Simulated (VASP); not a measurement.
# TePb (relaxed from the alpha-GeTe structure, space group R3m): computed properties

All values below come from r2SCAN meta-GGA, VASP's PBE PAW potentials (set 64) (plane waves; VASP 6.6.1).

```json
{
 "space_group": "R3m (160)",
 "cell": "a = b = 4.621 Å, c = 11.360 Å, α = β = 90.00°, γ = 120.00°",
 "volume_per_atom": "35.01 Å³/atom",
 "band gap (over mesh and band path)": "1.13 eV",
 "smallest direct gap (over mesh and band path)": "1.13 eV",
 "band_edge_character_without_spin_orbit_coupling": "direct, L to L",
 "band_gap_with_spin_orbit_coupling": "0.43 eV",
 "density": "7.94 g/cm³",
 "mean ε∞ (independent particles)": "21.14"
}
```

```xyz
2
Lattice="2.3105 1.3340 3.7866 -2.3105 1.3340 3.7866 0.0000 -2.6679 3.7866" Properties=species:S:1:pos:R:3 pbc="T T T"
Pb     0.0000     0.0000     8.5786
Te     0.0000     0.0000     2.7812
```

Unless said otherwise, spin-orbit coupling is left out, though it shifts the bands of the heavy elements here.

The structure was generated: TePb was put into the alpha-GeTe type (R3m), which need not be its known phase. It was relaxed first, which changed the volume by -14 %. Symmetry was kept, so distortions that lower it aren't found.
